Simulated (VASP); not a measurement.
Output of a VASP run:

OSZICAR:
```
       N       E                     dE             d eps       ncg     rms          rms(c)
DAV:   1     0.812624657510E+02    0.81262E+02   -0.43133E+03  3528   0.260E+02
DAV:   2    -0.997940871773E+01   -0.91242E+02   -0.85879E+02  4646   0.643E+01
DAV:   3    -0.174694273128E+02   -0.74900E+01   -0.73939E+01  4444   0.188E+01
DAV:   4    -0.176692484040E+02   -0.19982E+00   -0.19975E+00  4472   0.345E+00
DAV:   5    -0.176752534224E+02   -0.60050E-02   -0.60049E-02  4656   0.627E-01    0.413E+00
DAV:   6    -0.176115585990E+02    0.63695E-01   -0.11417E-02  4082   0.280E-01    0.250E+00
DAV:   7    -0.175584470277E+02    0.53112E-01   -0.32693E-02  4150   0.455E-01    0.151E-01
DAV:   8    -0.175552260274E+02    0.32210E-02   -0.47416E-03  4318   0.165E-01    0.695E-02
DAV:   9    -0.175544045295E+02    0.82150E-03   -0.70295E-04  4346   0.673E-02    0.424E-02
DAV:  10    -0.175550212146E+02   -0.61669E-03   -0.27876E-04  4098   0.490E-02    0.251E-02
DAV:  11    -0.175563827578E+02   -0.13615E-02   -0.14681E-04  3700   0.344E-02    0.134E-02
DAV:  12    -0.175571715971E+02   -0.78884E-03   -0.58345E-05  3812   0.210E-02    0.671E-03
DAV:  13    -0.175574231372E+02   -0.25154E-03   -0.58978E-06  3818   0.679E-03    0.311E-03
DAV:  14    -0.175575669396E+02   -0.14380E-03   -0.24998E-06  3846   0.347E-03    0.159E-03
DAV:  15    -0.175575954606E+02   -0.28521E-04   -0.14479E-06  3776   0.210E-03    0.603E-04
DAV:  16    -0.175576152372E+02   -0.19777E-04   -0.53347E-07  3996   0.125E-03    0.501E-04
DAV:  17    -0.175576293361E+02   -0.14099E-04   -0.29568E-07  3872   0.950E-04    0.264E-04
DAV:  18    -0.175576370213E+02   -0.76853E-05   -0.10031E-07  3930   0.593E-04    0.171E-04
DAV:  19    -0.175576396032E+02   -0.25819E-05   -0.34083E-08  3532   0.297E-04    0.914E-05
DAV:  20    -0.175576398586E+02   -0.25535E-06   -0.19636E-09  3750   0.849E-05    0.240E-05
DAV:  21    -0.175576399566E+02   -0.98012E-07   -0.83646E-10  3378   0.492E-05
   1 F= -.17557640E+02 E0= -.17557640E+02  d E =-.496833E-19
 imaginary and real dielectric function
```

File OUTCAR:
```
------------------------ aborting loop because EDIFF is reached ----------------------------------------
  FORCE on cell =-STRESS in cart. coord.  units (eV):
  Direction    XX          YY          ZZ          XY          YZ          ZX
  --------------------------------------------------------------------------------------
  Total        0.4155030     -0.3889037      0.3403543      0.0000000      0.0000000     -0.0000000
  in kB        1.5736085     -1.4728709      1.2890028      0.0000000      0.0000000     -0.0000000
  external PRESSURE =       0.4632468 kB  Pullay stress =       0.0000000 kB
  volume of cell :      423.05
      direct lattice vectors                 reciprocal lattice vectors
     4.580882770  0.000000000  0.000000000     0.218298536  0.000000000  0.000000000
     0.000000000  4.399981323  0.000000000     0.000000000  0.227273692  0.000000000
     0.000000000  0.000000000 20.988819380     0.000000000  0.000000000  0.047644414
 POSITION                                       TOTAL-FORCE (eV/Angst)
 -----------------------------------------------------------------------------------
      2.46991      0.00000     11.88950        -0.051598      0.000000      0.062897
      4.40142      2.19999     11.88950         0.051598      0.000000      0.062897
      2.11097      0.00000      9.09932         0.051598      0.000000     -0.062897
      0.17947      2.19999      9.09932        -0.051598      0.000000     -0.062897
 -----------------------------------------------------------------------------------
    total drift:                                0.000000      0.000000     -0.000000
  FREE ENERGIE OF THE ION-ELECTRON SYSTEM (eV)
  ---------------------------------------------------
  free  energy   TOTEN  =       -17.5576399566 eV

  energy  without entropy=      -17.5576399566  energy(sigma->0) =      -17.55763996

 plasma frequency squared (from intraband transitions) (eV^2)
  --------------------------------------------------------------------------------------
       0.000       0.000      -0.000
       0.000       0.000       0.000
       0.000       0.000       0.000

 plasma frequency squared (from interband transitions, int dw w eps(2)(w)) (eV^2)
  --------------------------------------------------------------------------------------
      66.753       0.000       0.000       0.000      -0.000       0.000
       0.000       0.000      62.867       0.000       0.000       0.000
      -0.000      -0.000       0.000       0.000      66.206       0.000
```
(Selected blocks of OUTCAR.)

File POSCAR:
```
Sb
1
    4.5808827699     0.0000000000     0.0000000000
    0.0000000000     4.3999813225     0.0000000000
    0.0000000000     0.0000000000    20.9888193800
Sb
4
Direct
  0.5391774559   0.0000000000   0.5664684166
  0.9608225441   0.5000000000   0.5664684166
  0.4608225441   0.0000000000   0.4335315834
  0.0391774559   0.5000000000   0.4335315834
```

Task: Write an INCAR and KPOINTS that could have produced this output.

Result: Several could match; the one computed here: the input of the run itself, PBEsol GGA, plane waves, VASP's PBE PAW potentials (set 64).

File KPOINTS:
```
Automatic mesh
0
Gamma
11 12 1
0 0 0
```

### INCAR
```
SYSTEM  =  Sb
PREC  =  Accurate; ENCUT  =  400; LREAL  =  F
LASPH  =  T; NBANDS  =  42
EDIFF  =  1E-7; NELM  =  100; ALGO  =  Normal
LMAXMIX  =  4
ISMEAR  =  0; SIGMA  =  0.01
GGA  =  PS
LWAVE  =  F; LCHARG  =  F; NEDOS  =  1001
LOPTICS  =  T; CSHIFT  =  0.1
```

POTCAR, in this order: Sb (PBE.64 set). Program: vasp_std.

The cell holds a wide vacuum, so values per volume refer to the whole cell. The dielectric response may not be converged in the k-mesh; for small gaps it tends to come out too large.

The cell is a sheet with vacuum, built from a generated structure.
